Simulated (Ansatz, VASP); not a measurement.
# Ge in two plane-wave programs

One calculation is typed for both programs; each brings its own data sets. How far apart do they land? The cell is taken from a series of runs on this material, whose earlier steps may have relaxed, scaled, displaced or heated it; both programs get it as it stands.

Calculated with Ansatz 0.2.0; plane waves, with VASP 6.6.1 beside it; single point at HSE06.

### Step 1. Starting point

Symmetry: Fd-3m, No. 227, cubic system. The conventional cell has a = 5.713 Å, b = 5.713 Å, c = 5.713 Å, α = 90.00°, β = 90.00°, γ = 90.00°. Nearest to Ge lie 4 Ge at 2.47 Å.

Structure file:

```cif
data_structure
_symmetry_space_group_name_H-M 'P 1'
_symmetry_Int_Tables_number 1
_cell_length_a 4.0399
_cell_length_b 4.0399
_cell_length_c 4.0399
_cell_angle_alpha 60.000
_cell_angle_beta 60.000
_cell_angle_gamma 60.000
_cell_volume 46.62
loop_
_atom_site_label
_atom_site_type_symbol
_atom_site_fract_x
_atom_site_fract_y
_atom_site_fract_z
_atom_site_occupancy
Ge1 Ge 0.50000 0.50000 0.50000 1
Ge2 Ge 0.75000 0.75000 0.75000 1
```

### Step 2. VASP: single point, HSE06

A single point gives forces, pressure and levels at one fixed geometry, so differences don't come from the geometry; what else differs is listed under the comparison.

Lines of VASP's logs that name or quote its potential files are left out, and so is its time.

The run reads the wave functions of an earlier VASP run, which isn't shown here.

Input file INCAR:

```
SYSTEM = Ge
PREC = Accurate
ENCUT = 410
EDIFF = 1E-06
NELM = 100
ISMEAR = -1
SIGMA = 0.02
LREAL = .FALSE.
ALGO = Normal
LHFCALC = .TRUE.
AEXX = 0.25
GGA = PE
HFSCREEN = 0.208
LASPH = .TRUE.
NBANDS = 20
PRECFOCK = Fast
LORBIT = 11
LWAVE = .FALSE.
LCHARG = .FALSE.
KPAR = 8
ISIF = 2
```

Input file POSCAR:

```
Ge
1.0
    0.0000000000      2.8566110103      2.8566110103
    2.8566110103      0.0000000000      2.8566110103
    2.8566110103      2.8566110103      0.0000000000
Ge
2
Direct
    0.5000000000      0.5000000000      0.5000000000
    0.7500000000      0.7500000000      0.7500000000
```

Input file KPOINTS:

```
Automatic mesh
0
Gamma
6 6 6
0 0 0
```

PAW data sets: Ge_d (PBE family, release 64).

Command:

```console
mpirun -np 8 vasp_std
```

Numbers of over 12 decimals in the logs are rounded to 6 here.

What it wrote:

```text
[banner, memory and clock lines left out]
running    8 mpi-ranks, on    1 nodes
 distrk:  each k-point on    1 cores,    8 groups
 distr:  one band on    1 cores,    1 groups

 POSCAR found type information on POSCAR Ge
 POSCAR found :  1 types and       2 ions
|                                                                             |
|           W    W    AA    RRRRR   N    N  II  N    N   GGGG   !!!           |
|           W    W   A  A   R    R  NN   N  II  NN   N  G    G  !!!           |
|           W    W  A    A  R    R  N N  N  II  N N  N  G       !!!           |
|           W WW W  AAAAAA  RRRRR   N  N N  II  N  N N  G  GGG   !            |
|           WW  WW  A    A  R   R   N   NN  II  N   NN  G    G                |
|           W    W  A    A  R    R  N    N  II  N    N   GGGG   !!!           |
|                                                                             |
|     For optimal performance we recommend to set                             |
|       NCORE = 2 up to number-of-cores-per-socket                            |
|     NCORE specifies how many cores store one orbital (NPAR=cpu/NCORE).      |
|     This setting can greatly improve the performance of VASP for DFT.       |
|     The default, NCORE=1 might be grossly inefficient on modern             |
|     multi-core architectures or massively parallel machines. Do your        |
|     Unfortunately you need to use the default for GW and RPA                |
|     calculations (for HF NCORE is supported but not extensively tested      |
|     yet).                                                                   |
|                                                                             |

 LDA part: xc-table for (Slater+PW92), standard interpolation
 found WAVECAR, reading the header
 POSCAR, INCAR and KPOINTS ok, starting setup
 FFT: planning ... GRIDC
 FFT: planning ... GRID_SOFT
 FFT: planning ... GRID
 reading WAVECAR
 the WAVECAR file was read successfully
 initial charge from wavefunction
 entering main loop
       N       E                     dE             d eps       ncg     rms          rms(c)
DAV:   1    -0.106501639078E+02   -0.10650E+02   -0.97510E-01   840   0.178E+01    0.926E-01
DAV:   2    -0.106480263182E+02    0.21376E-02   -0.45782E-02   780   0.297E+00    0.669E-01
DAV:   3    -0.106458855291E+02    0.21408E-02   -0.67241E-03   876   0.145E+00    0.451E-01
DAV:   4    -0.106455733271E+02    0.31220E-03   -0.71883E-04   728   0.444E-01    0.278E-01
DAV:   5    -0.106454726289E+02    0.10070E-03   -0.61602E-05   820   0.119E-01    0.168E-01
DAV:   6    -0.106454312234E+02    0.41406E-04   -0.10872E-05   720   0.412E-02    0.100E-01
DAV:   7    -0.106454149803E+02    0.16243E-04   -0.36261E-06   580   0.181E-02    0.591E-02
DAV:   8    -0.106454083341E+02    0.66462E-05   -0.13870E-06   556   0.982E-03    0.348E-02
DAV:   9    -0.106454052098E+02    0.31243E-05   -0.49485E-07   388   0.509E-03    0.204E-02
DAV:  10    -0.106454039684E+02    0.12413E-05   -0.18578E-07   380   0.347E-03    0.119E-02
DAV:  11    -0.106454029239E+02    0.10445E-05   -0.78438E-08   380   0.228E-03    0.697E-03
DAV:  12    -0.106454024569E+02    0.46704E-06   -0.34789E-08   368   0.145E-03
   1 F= -.10645402E+02 E0= -.10645402E+02  d E =-.535419E-08
```

OUTCAR, selected parts (step 2):

```text
ion  position               nearest neighbor table
   1  0.500  0.500  0.500-   2 2.47   2 2.47   2 2.47   2 2.47
   2  0.750  0.750  0.750-   1 2.47   1 2.47   1 2.47   1 2.47

  LATTYP: Found a face centered cubic cell.
 ALAT       =     5.7132220206

 Subroutine GETGRP returns: Found 48 space group operations
 (whereof 24 operations were pure point group operations)

The static configuration has the point symmetry T_d .
 The point group associated with its full space group is O_h .

 Found     16 irreducible k-points:

   k-points           NKPTS =     16   k-points in BZ     NKDIM =    216   number of bands    NBANDS=     20

   dimension x,y,z NGX =    28 NGY =   28 NGZ =   28
   dimension x,y,z NGXF=    56 NGYF=   56 NGZF=   56

   ENCUT  =  410.0 eV  30.13 Ry    5.49 a.u.   6.67  6.67  6.67*2*pi/ulx,y,z

   NELECT =      28.0000    total number of electrons

 k-points in reciprocal lattice and weights: Automatic mesh
   0.00000000  0.00000000  0.00000000       0.005
   0.16666667  0.00000000  0.00000000       0.037
   0.33333333  0.00000000  0.00000000       0.037
   0.50000000  0.00000000  0.00000000       0.019
   0.16666667  0.16666667  0.00000000       0.028
   0.33333333  0.16666667  0.00000000       0.111
   0.50000000  0.16666667  0.00000000       0.111
  -0.33333333  0.16666667  0.00000000       0.111
  -0.16666667  0.16666667  0.00000000       0.056
[...]
-0.33333333  0.33333333  0.16666667       0.111
  -0.33333333  0.50000000  0.16666667       0.056

  exchange ACFDT corr.  =         0.00000000  see jH, gK, PRB 81, 115126

 average (electrostatic) potential at core
       1 -67.5652       2 -67.5652

 E-fermi :   4.7032

 k-point     1 :       0.0000    0.0000    0.0000
  band No.  band energies     occupation
    ...
     10     -23.2773      2.00000
     11      -9.4132      2.00000
     12       4.4036      2.00000
     13       4.4036      2.00000
     14       4.4036      2.00000
     15       4.9810      0.00000
     16       7.6022      0.00000
     17       7.6022      0.00000
     18       7.6022      0.00000
     19      11.5373      0.00000
    ...

 k-point     2 :       0.1667    0.0000    0.0000
  band No.  band energies     occupation
    ...
     10     -23.2660      2.00000
     11      -9.0500      2.00000
     12       1.1220      2.00000
     13       3.8756      2.00000
     14       3.8757      2.00000
     15       5.9241      0.00000
     16       8.3134      0.00000
     17       8.3134      0.00000
     18       9.2202      0.00000
     19      12.9934      0.00000
    ...

 k-point     3 :       0.3333    0.0000    0.0000
  band No.  band energies     occupation
    ...
     10     -23.2571      2.00000
     11      -8.0424      2.00000
     12      -2.0994      2.00000
     13       3.1878      2.00000
     14       3.1878      2.00000
     15       5.3525      0.00000
     16       8.8742      0.00000
     17       8.8742      0.00000
     18      12.2682      0.00000
     19      13.0052      0.00000
    ...

  Total       -0.4377308     -0.4377308     -0.4377308      0.0000000      0.0000000     -0.0000000
  in kB      -15.0429983    -15.0429983    -15.0429983      0.0000000      0.0000000     -0.0000000
  external PRESSURE =     -15.0429983 kB  Pullay stress =       0.0000000 kB

  energy-cutoff  :      410.00
  volume of cell :       46.62
      direct lattice vectors                 reciprocal lattice vectors
     0.000000000  2.856611010  2.856611010    -0.175032582  0.175032582  0.175032582
     2.856611010  0.000000000  2.856611010     0.175032582 -0.175032582  0.175032582
     2.856611010  2.856611010  0.000000000     0.175032582  0.175032582 -0.175032582

 POSITION                                       TOTAL-FORCE (eV/Angst)
 -----------------------------------------------------------------------------------
      2.85661      2.85661      2.85661         0.000000      0.000000      0.000000
      4.28492      4.28492      4.28492        -0.000000     -0.000000     -0.000000
 -----------------------------------------------------------------------------------
    total drift:                               -0.000000     -0.000000     -0.000000

  FREE ENERGIE OF THE ION-ELECTRON SYSTEM (eV)
  ---------------------------------------------------
  free  energy   TOTEN  =       -10.6454024569 eV

  energy  without entropy=      -10.6454024515  energy(sigma->0) =      -10.64540245

 total charge
# of ion       s       p       d       tot
------------------------------------------
    1        1.112   1.266  10.023  12.401
    2        1.112   1.266  10.023  12.401
--------------------------------------------------
tot          2.224   2.532  20.046  24.802

[... 3 further parts left out ...]
```

The run ends at a pressure of -1.50 GPa.

(Continued in part 2 of 2.)

[Lines on the potential files, build, host, timing and source positions are cut from VASP's logs without a mark.]

[Logs are printed without paths, hosts, clocks, repeated set-up lines and the standing remarks that a program may print on its own settings, such as how far it seeks lower states.]

[Hosts, paths, dates, database ids (printed as entryN), source tags and the programs' standing remarks are cut or masked in the printed files.]
